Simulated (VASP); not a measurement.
Wanted: the native input for a VASP 6.6.1 run.

* Task: core levels
* Functional: PBEsol
* Potentials or basis: VASP PAW PBE potentials, release 64 (Al, Pt)
* Cutoff: 520 eV
* k mesh: 5 × 5 × 5
* Occupations: methfessel-paxton, width 0.1 eV
* Spin: no spin polarisation
* Further INCAR settings: ALGO = Normal; EDIFF = 1e-06

The structure of Al2Pt lies in POSCAR:

```
Al2Pt
1.0
    0.0000000000      5.9100000000      5.9100000000
    5.9100000000      0.0000000000      5.9100000000
    5.9100000000      5.9100000000      0.0000000000
Al Pt
16 8
Direct
    0.1250000000      0.1250000000      0.1250000000
    0.1250000000      0.1250000000      0.6250000000
    0.1250000000      0.6250000000      0.1250000000
    0.1250000000      0.6250000000      0.6250000000
    0.6250000000      0.1250000000      0.1250000000
    0.6250000000      0.1250000000      0.6250000000
    0.6250000000      0.6250000000      0.1250000000
    0.6250000000      0.6250000000      0.6250000000
    0.3750000000      0.3750000000      0.3750000000
    0.3750000000      0.3750000000      0.8750000000
    0.3750000000      0.8750000000      0.3750000000
    0.3750000000      0.8750000000      0.8750000000
    0.8750000000      0.3750000000      0.3750000000
    0.8750000000      0.3750000000      0.8750000000
    0.8750000000      0.8750000000      0.3750000000
    0.8750000000      0.8750000000      0.8750000000
    0.0000000000      0.0000000000      0.0000000000
    0.0000000000      0.0000000000      0.5000000000
    0.0000000000      0.5000000000      0.0000000000
    0.0000000000      0.5000000000      0.5000000000
    0.5000000000      0.0000000000      0.0000000000
    0.5000000000      0.0000000000      0.5000000000
    0.5000000000      0.5000000000      0.0000000000
    0.5000000000      0.5000000000      0.5000000000
```

One way to write it, as run:

INCAR

```
ALGO = Normal
EDIFF = 1E-6
ENCUT = 520
GGA = PS
ICORELEVEL = 1
ISIF = 2
ISMEAR = 1
KPAR = 8
LASPH = True
LCHARG = False
LREAL = False
LWAVE = False
NELM = 80
PREC = Accurate
SIGMA = 0.1
```

KPOINTS

```
k-points
0
Gamma
  5 5 5
```

Potentials or basis: VASP PAW PBE potentials, release 64 (Al, Pt).

Command:

```console
$ cat potpaw_PBE.64/Al/POTCAR potpaw_PBE.64/Pt/POTCAR > POTCAR
$ mpirun -np 8 vasp_std > vasp.out
```

Results of the run:

```
Pressure               : -1.0 GPa
Band gap on the k mesh : none (metal or under the smearing width)
```

Caveat: the PAW data sets were made with another functional, which shifts forces and pressure a little.

Wall time 2.8 min on 8 MPI ranks on Intel(R) Xeon(R) Platinum 8175M CPU @ 2.50GHz (Skylake/Cascade Lake), on a shared host, peak memory 0.7 GiB a rank.
